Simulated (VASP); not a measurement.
Method: PBEsol GGA, VASP's PBE PAW potentials (set 64) (plane waves; VASP).

Input for VASP

**POSCAR**
```
SiGe
1
    2.9817176008     0.0000000000     0.0000000000
    0.0000000000     2.9817176008     0.0000000000
   -0.0000000000    -0.0000000000     2.9817176008
Si Ge
1 1
Direct
  0.0000000000   1.0000000000   0.0000000000
  0.5000000000   0.5000000000   0.5000000000
```

**INCAR**
```
ALGO = Normal
EDIFF = 1E-6
EDIFFG = -0.02
ENCUT = 500
GGA = PS
IBRION = 2
ISIF = 3
ISMEAR = 1
LASPH = T
LCHARG = F
LMAXMIX = 4
LREAL = F
LWAVE = F
NELM = 100
NSW = 40
PREC = Accurate
PSTRESS = 300
SIGMA = 0.1
SYSTEM = SiGe
```

KPOINTS:
```
Automatic mesh
0
G
12 12 12
0 0 0
```

POTCAR, in this order: Si Ge_d (PBE.64 set). Program: vasp_std.

What VASP printed:

### OUTCAR
```
 ion  position               nearest neighbor table
   1  0.000  0.000  0.000-   2 2.58   2 2.58   2 2.58   2 2.58   2 2.58   2 2.58   2 2.58   2 2.58
  LATTYP: Found a simple cubic cell.
 ALAT       =     2.9817176008
 Subroutine PRICEL returns:
 Original cell was already a primitive cell.
 Subroutine GETGRP returns: Found 48 space group operations
The static configuration has the point symmetry O_h .
The dynamic configuration has the point symmetry O_h .
 Subroutine INISYM returns: Found 48 space group operations
 Subroutine IBZKPT returns following result:
 Found     84 irreducible k-points:

 Following reciprocal coordinates:
            Coordinates               Weight
  0.000000  0.000000  0.000000      1.000000
  0.083333  0.000000  0.000000      6.000000
  0.166667  0.000000  0.000000      6.000000
  0.250000  0.000000  0.000000      6.000000
  0.333333  0.000000  0.000000      6.000000
  0.416667  0.000000  0.000000      6.000000
  0.500000  0.000000  0.000000      3.000000
  0.083333  0.083333  0.000000     12.000000
  0.166667  0.083333  0.000000     24.000000
  0.250000  0.083333  0.000000     24.000000
...
```

File OSZICAR:
```
       N       E                     dE             d eps       ncg     rms          rms(c)
DAV:   1     0.791821263962E+02    0.79182E+02   -0.91780E+03  2349   0.330E+03
DAV:   2    -0.244492110925E+01   -0.81627E+02   -0.78702E+02  2294   0.453E+02
DAV:   3    -0.936342750242E+01   -0.69185E+01   -0.67955E+01  2659   0.854E+01
DAV:   4    -0.947514068215E+01   -0.11171E+00   -0.11165E+00  2471   0.110E+01
DAV:   5    -0.947702033555E+01   -0.18797E-02   -0.18796E-02  2630   0.160E+00    0.391E+00
DAV:   6    -0.942251451555E+01    0.54506E-01   -0.35249E-02  2854   0.457E+00    0.216E+00
DAV:   7    -0.939673309087E+01    0.25781E-01   -0.21277E-02  2702   0.250E+00    0.152E-01
DAV:   8    -0.939602282595E+01    0.71026E-03   -0.14394E-03  2734   0.911E-01    0.825E-02
DAV:   9    -0.939600665140E+01    0.16175E-04   -0.66344E-05  2702   0.165E-01    0.125E-02
DAV:  10    -0.939600515855E+01    0.14928E-05   -0.47453E-06  2344   0.560E-02    0.276E-03
DAV:  11    -0.939600509611E+01    0.62448E-07   -0.21517E-07  1397   0.549E-03
   1 F= -.44322517E+01 E0= -.44323460E+01  d E =-.443225E+01
       N       E                     dE             d eps       ncg     rms          rms(c)
DAV:   1    -0.937846989581E+01    0.17535E-01   -0.34859E-02  2759   0.477E+00    0.298E-01
DAV:   2    -0.937660787650E+01    0.18620E-02   -0.24689E-03  2639   0.141E+00    0.149E-01
DAV:   3    -0.937602005177E+01    0.58782E-03   -0.80141E-04  2737   0.702E-01    0.325E-02
DAV:   4    -0.937597958748E+01    0.40464E-04   -0.49236E-05  2644   0.156E-01    0.124E-02
DAV:   5    -0.937597871727E+01    0.87021E-06   -0.15910E-06  1609   0.201E-02
   2 F= -.44321944E+01 E0= -.44322906E+01  d E =0.572586E-04
       N       E                     dE             d eps       ncg     rms          rms(c)
DAV:   1    -0.938822773359E+01   -0.12248E-01   -0.11290E-02  2754   0.273E+00    0.169E-01
DAV:   2    -0.938762595744E+01    0.60178E-03   -0.79192E-04  2639   0.787E-01    0.850E-02
DAV:   3    -0.938743326073E+01    0.19270E-03   -0.26256E-04  2717   0.399E-01    0.182E-02
DAV:   4    -0.938741867739E+01    0.14583E-04   -0.16030E-05  2639   0.897E-02    0.698E-03
DAV:   5    -0.938741776418E+01    0.91321E-06   -0.50257E-07  1242   0.112E-02
   3 F= -.44322948E+01 E0= -.44323897E+01  d E =-.431421E-04
```

File OUTCAR:
```
------------------------ aborting loop because EDIFF is reached ----------------------------------------
  FORCE on cell =-STRESS in cart. coord.  units (eV):
  Direction    XX          YY          ZZ          XY          YZ          ZX
  --------------------------------------------------------------------------------------
  Total        4.9503585      4.9503585      4.9503585      0.0000000     -0.0000000      0.0000000
  in kB      299.7115430    299.7115430    299.7115430      0.0000000     -0.0000000      0.0000000
  external PRESSURE =      -0.2884570 kB  Pullay stress =     300.0000000 kB
  volume of cell :       26.46
      direct lattice vectors                 reciprocal lattice vectors
     2.979988495  0.000000000 -0.000000000     0.335571765  0.000000000 -0.000000000
    -0.000000000  2.979988495 -0.000000000    -0.000000000  0.335571765  0.000000000
     0.000000000 -0.000000000  2.979988495     0.000000000  0.000000000  0.335571765
 POSITION                                       TOTAL-FORCE (eV/Angst)
 -----------------------------------------------------------------------------------
      0.00000      0.00000      0.00000        -0.000000     -0.000000      0.000000
      1.48999      1.48999      1.48999         0.000000      0.000000      0.000000
 -----------------------------------------------------------------------------------
    total drift:                                0.000000      0.000000     -0.000000
  FREE ENERGIE OF THE ION-ELECTRON SYSTEM (eV)
  ---------------------------------------------------
  free  energy   TOTEN  =        -9.3874177642 eV

  energy  without entropy=       -9.3877023800  energy(sigma->0) =       -9.38751264
  enthalpy is  TOTEN    =        -4.4322948204 eV   P V=        4.9551229438

 reached required accuracy - stopping structural energy minimisation
```
(Selected blocks of OUTCAR.)

### CONTCAR
```
SiGe
   1.00000000000000
     2.9799884949544024    0.0000000000000000   -0.0000000000000000
    -0.0000000000000000    2.9799884949544024   -0.0000000000000000
     0.0000000000000000   -0.0000000000000000    2.9799884949544024
  Si              Ge
     1     1
Direct
     0.0000000000000000    0.0000000000000000    0.0000000000000000
     0.5000000000000000    0.5000000000000000    0.5000000000000000
```

The structure was generated: SiGe was put into the CsCl type type (Pm-3m), which need not be its known phase. This run relaxes it under an external pressure of 30 GPa. Symmetry was kept, so distortions that lower it aren't found. VASP warned that the highest band is occupied, so more bands are needed.
